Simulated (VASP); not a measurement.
CaCd$_{2}$As$_{2}$ (space group P-3m1): the band gap from VASP (plane waves, PAW) at several levels of theory. Gaps are without spin-orbit coupling. Each level names its cell: its own relaxed one, PBE's, or the starting one. A gap is the smallest over the k-mesh and a band path; hybrids may have named points in place of the path, and GW has the mesh alone.

```csv
level,band gap (eV)
r2SCAN (own cell),0.78
HSE06 (PBE cell),0.93
```

The cell of the r2SCAN (own cell) run:

```
CaCd2As2
1.0
    4.40460     0.00000     0.00000
   -2.20230     3.81449     0.00000
    0.00000     0.00000     7.18145
Ca Cd As
1 2 2
Direct
  0.00000   0.00000   0.00000
  0.33333   0.66667   0.63355
  0.66667   0.33333   0.36645
  0.33333   0.66667   0.23641
  0.66667   0.33333   0.76359
```

Only levels that ran to the end are used. Left out are those held back, those with too coarse a band path, GW runs whose mesh misses a band edge, hybrids' fits of cells that aren't cubic and levels without matching references; a question may draw on a part of the rest.

The structure comes from a computed database's CaCd2As2 entry (P-3m1); how it stands against other phases isn't given here.
